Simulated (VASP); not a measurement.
Output of a VASP run:

**OSZICAR**
```
       N       E                     dE             d eps       ncg     rms          rms(c)
DAV:   1     0.451205378242E+03    0.45121E+03   -0.27236E+04   860   0.140E+03
DAV:   2     0.192068449036E+02   -0.43200E+03   -0.42177E+03   893   0.343E+02
DAV:   3    -0.227541785526E+02   -0.41961E+02   -0.41643E+02   965   0.114E+02
DAV:   4    -0.240082264269E+02   -0.12540E+01   -0.12517E+01   983   0.187E+01
DAV:   5    -0.240359602435E+02   -0.27734E-01   -0.27731E-01  1058   0.255E+00    0.103E+01
DAV:   6    -0.231826504730E+02    0.85331E+00   -0.30713E+00  1071   0.285E+01    0.790E+00
DAV:   7    -0.231569072937E+02    0.25743E-01   -0.11583E+00   916   0.623E+00    0.352E+00
DAV:   8    -0.231514205584E+02    0.54867E-02   -0.41447E-02   959   0.171E+00    0.106E+00
DAV:   9    -0.231501173797E+02    0.13032E-02   -0.71125E-03  1143   0.920E-01    0.397E-01
DAV:  10    -0.231500135118E+02    0.10387E-03   -0.22139E-03  1001   0.286E-01    0.949E-02
DAV:  11    -0.231500770143E+02   -0.63502E-04   -0.24677E-04   914   0.903E-02    0.368E-02
DAV:  12    -0.231500787252E+02   -0.17109E-05   -0.21504E-05  1041   0.205E-02    0.158E-02
DAV:  13    -0.231500863923E+02   -0.76672E-05   -0.17009E-05   916   0.270E-02    0.448E-03
DAV:  14    -0.231500863094E+02    0.82927E-07   -0.16638E-06  1039   0.164E-02    0.192E-03
DAV:  15    -0.231500865348E+02   -0.22545E-06   -0.39827E-07   759   0.275E-03    0.134E-03
DAV:  16    -0.231500866773E+02   -0.14248E-06   -0.76225E-08   569   0.198E-03    0.737E-04
DAV:  17    -0.231500866514E+02    0.25932E-07   -0.12495E-08   502   0.151E-03
   1 F= -.23150087E+02 E0= -.23150087E+02  d E =0.000000E+00
```

File OUTCAR:
```
------------------------ aborting loop because EDIFF is reached ----------------------------------------
  FORCE on cell =-STRESS in cart. coord.  units (eV):
  Direction    XX          YY          ZZ          XY          YZ          ZX
  --------------------------------------------------------------------------------------
  Total        0.1050097      0.1050097      0.1050097     -0.0000000      0.0000000      0.0000000
  in kB        0.7176017      0.7176017      0.7176017     -0.0000000      0.0000000      0.0000000
  external PRESSURE =       0.7176017 kB  Pullay stress =       0.0000000 kB
  volume of cell :      234.45
      direct lattice vectors                 reciprocal lattice vectors
     6.166217317  0.000000000  0.000000000     0.162173979  0.000000000  0.000000000
     0.000000000  6.166217317  0.000000000     0.000000000  0.162173979  0.000000000
     0.000000000  0.000000000  6.166217317     0.000000000  0.000000000  0.162173979
 POSITION                                       TOTAL-FORCE (eV/Angst)
 -----------------------------------------------------------------------------------
      0.00000      0.00000      0.00000         0.000000     -0.000000      0.000000
      3.08311      3.08311      0.00000         0.000000     -0.000000      0.000000
      3.08311      0.00000      3.08311        -0.000000     -0.000000      0.000000
      1.60117      1.48194      1.48194        -0.000449      0.000449      0.000449
      4.56505      4.68428      1.48194         0.000449     -0.000449      0.000449
      4.56505      1.48194      4.68428         0.000449      0.000449     -0.000449
      1.60117      4.68428      4.68428        -0.000449     -0.000449     -0.000449
      0.00000      3.08311      3.08311         0.000000     -0.000000      0.000000
 -----------------------------------------------------------------------------------
    total drift:                               -0.000000     -0.000000     -0.000000
  FREE ENERGIE OF THE ION-ELECTRON SYSTEM (eV)
  ---------------------------------------------------
  free  energy   TOTEN  =       -23.1500866514 eV

  energy  without entropy=      -23.1500866514  energy(sigma->0) =      -23.15008665

 total charge

# of ion       s       p       d       tot
------------------------------------------
    1        0.558   0.434   9.759  10.751
    2        0.558   0.434   9.759  10.751
    3        0.558   0.434   9.759  10.751
    4        1.348   2.065   0.028   3.441
    5        1.348   2.065   0.028   3.441
    6        1.348   2.065   0.028   3.441
    7        1.348   2.065   0.028   3.441
    8        0.483   0.348   9.519  10.351
--------------------------------------------------
tot          7.549   9.910  38.907  56.366

 Electric field gradients after diagonalization (V/A^2)
 (convention: |V_zz| > |V_xx| > |V_yy|)
----------------------------------------------------------------------
 ion       V_xx      V_yy      V_zz     asymmetry (V_yy - V_xx)/ V_zz
----------------------------------------------------------------------
   1       4.404     4.404    -8.808       0.000
   2       4.404     4.404    -8.808       0.000
   3       4.404     4.404    -8.808       0.000
   4      19.548    19.548   -39.096       0.000
   5      19.548    19.548   -39.096       0.000
   6      19.548    19.548   -39.096       0.000
   7      19.548    19.548   -39.096       0.000
   8       0.000     0.000     0.000      -0.274
```
(Selected blocks of OUTCAR.)

**POSCAR**
```
CdZn3Te4
1
    6.1662173173     0.0000000000     0.0000000000
   -0.0000000000     6.1662173173     0.0000000000
    0.0000000000    -0.0000000000     6.1662173173
Zn Te Cd
3 4 1
Direct
  1.0000000000   1.0000000000   1.0000000000
  0.5000000000   0.5000000000   1.0000000000
  0.5000000000   1.0000000000   0.5000000000
  0.2596680624   0.2403319376   0.2403319376
  0.7403319376   0.7596680624   0.2403319376
  0.7403319376   0.2403319376   0.7596680624
  0.2596680624   0.7596680624   0.7596680624
  0.0000000000   0.5000000000   0.5000000000
```

**Question.** Reconstruct the remaining input files.

**Answer.** This is not unique; one that fits is the input of the run itself, PBEsol GGA, plane waves, VASP's PBE PAW potentials (set 64).

### INCAR
```
ENCUT = 400
LORBIT = 11   ! lm-projected
GGA = PS
LCHARG = T
PREC = Accurate
EDIFF = 1E-7
LREAL = F   ! projection in real space or not
LWAVE = F
NEDOS = 601   ! DOS grid
LASPH = T   ! aspherical one-centre terms
ISMEAR = -5
SYSTEM = CdZn3Te4
NELM = 100
LMAXMIX = 4   ! l cut-off of mixed one-centre charges
ALGO = Normal   ! blocked Davidson
ISIF = 2   ! forces and stress, cell fixed
LEFG = T
```

KPOINTS:
```
Automatic mesh
0
Gamma
  4 4 4
0 0 0
```

POTCAR, in this order: Zn Te Cd (PBE.64 set). Program: vasp_std.

The structure was generated: CdZn3Te4 was put into an ordered model structure (P-43m), which need not be its known phase. It was relaxed first.
